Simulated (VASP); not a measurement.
```
CSi
1.0
    4.64098    -8.03841     0.00000
    4.64098     8.03841     0.00000
    0.00000     0.00000    10.12768
Si C
35 35
Direct
  0.99922   0.99917   0.00108
  0.01431   0.00032   0.49865
  0.22127   0.10963   0.75607
  0.11141   0.22229   0.24982
  0.99922   0.33240   0.00040
  0.00321   0.33165   0.49940
  0.22182   0.44448   0.74938
  0.11102   0.55479   0.25138
  0.99930   0.66543   0.00023
  0.99834   0.66338   0.50139
  0.22114   0.77627   0.75043
  0.11055   0.88787   0.25024
  0.33306   0.99912   0.00101
  0.31938   0.00011   0.49843
  0.55343   0.11051   0.75100
  0.44415   0.22222   0.24976
  0.33296   0.33273   0.00163
  0.55584   0.44456   0.74948
  0.44484   0.55639   0.25143
  0.33414   0.66717   0.00066
  0.33362   0.66701   0.50049
  0.55511   0.77702   0.75122
  0.44456   0.88886   0.25126
  0.66647   0.99980   0.00028
  0.66589   0.99849   0.50041
  0.89010   0.11050   0.75108
  0.77770   0.22216   0.25103
  0.66638   0.33240   0.00037
  0.66170   0.33170   0.49941
  0.88748   0.44186   0.74979
  0.77709   0.55483   0.25138
  0.66628   0.66725   0.00067
  0.66684   0.66715   0.50051
  0.88826   0.77630   0.75049
  0.77771   0.88900   0.25137
  0.99811   0.99744   0.81477
  0.00089   0.00001   0.31124
  0.10882   0.22063   0.06026
  0.99932   0.33195   0.81373
  0.99966   0.33217   0.31211
  0.21162   0.45723   0.56785
  0.11121   0.55511   0.06192
  0.99883   0.66451   0.81267
  0.99934   0.66546   0.31334
  0.21997   0.77938   0.56221
  0.11033   0.88750   0.06132
  0.33231   0.99743   0.81460
  0.33242   0.99998   0.31109
  0.54725   0.11016   0.56205
  0.44497   0.22059   0.06017
  0.33324   0.33341   0.81253
  0.33367   0.33401   0.28984
  0.57902   0.45734   0.56794
  0.44532   0.55745   0.06117
  0.33342   0.66669   0.81377
  0.33346   0.66751   0.31314
  0.55574   0.77820   0.56205
  0.44512   0.88908   0.06249
  0.66651   0.00005   0.81194
  0.66682   0.00038   0.31354
  0.89609   0.11016   0.56210
  0.77737   0.22155   0.06231
  0.66575   0.33197   0.81374
  0.66580   0.33221   0.31212
  0.88632   0.43944   0.56076
  0.77712   0.55511   0.06191
  0.66641   0.66673   0.81381
  0.66742   0.66757   0.31318
  0.89286   0.77952   0.56224
  0.77719   0.88917   0.06258
```
Cell charge -1.

Method: HSE06 screened hybrid, VASP's PBE PAW potentials (set 64) (plane waves; VASP). Run with PREC = Normal, LREAL = Auto, ISYM = 0, NELECT = 281.0, EDIFF = 1E-5, 400 eV cut-off, 1×1×1 Γ-centred mesh, Gaussian smearing of 0.050 eV, potentials Si C. Starting moments (MAGMOM): 70*0.0429. The cell's moment is fixed (NUPDOWN = 3).

The cell is charged, with a uniform compensating background. The supercell is sampled at Γ alone, which is coarse: total energies, pressure and levels can be off, energies of defects by several tenths of an eV.

Q: Estimate the cell moment, energy per atom (σ→0).

A: 
```
Item                            Value
---------------------  --------------
cell moment                   3.00 μB
energy per atom (σ→0)  -8.395 eV/atom
```

Q: Give the moment on each site (PAW-sphere projection).

A: 
```tsv
site	moment (μB)
Si1	0.01
Si2	0.03
Si3	0.19
Si4	-0.01
Si5	0.00
Si6	-0.01
Si7	-0.01
Si8	0.00
Si9	0.00
Si10	0.00
Si11	0.00
Si12	0.00
Si13	0.01
Si14	0.03
Si15	0.00
Si16	-0.01
Si17	0.01
Si18	-0.01
Si19	-0.01
Si20	0.00
Si21	-0.01
Si22	0.00
Si23	0.01
Si24	0.00
Si25	0.00
Si26	0.00
Si27	0.00
Si28	0.00
Si29	-0.01
Si30	0.00
Si31	0.00
Si32	0.00
Si33	-0.01
Si34	0.00
Si35	0.01
C36	0.01
C37	0.02
C38	0.02
C39	0.01
C40	0.00
C41	0.28
C42	0.00
C43	0.00
C44	0.00
C45	0.01
C46	0.00
C47	0.01
C48	0.02
C49	0.01
C50	0.02
C51	0.03
C52	0.33
C53	0.28
C54	0.03
C55	0.01
C56	0.00
C57	0.00
C58	0.00
C59	0.00
C60	0.00
C61	0.01
C62	0.00
C63	0.01
C64	0.00
C65	0.06
C66	0.00
C67	0.01
C68	0.00
C69	0.01
C70	0.00
```

The absolute energy has meaning only against runs of the same code, potentials and settings.

The cell is a supercell with a defect, built from SiC (4h): vac_Si-vac_C, charge -1. The cell's shape comes from a PBE relaxation.
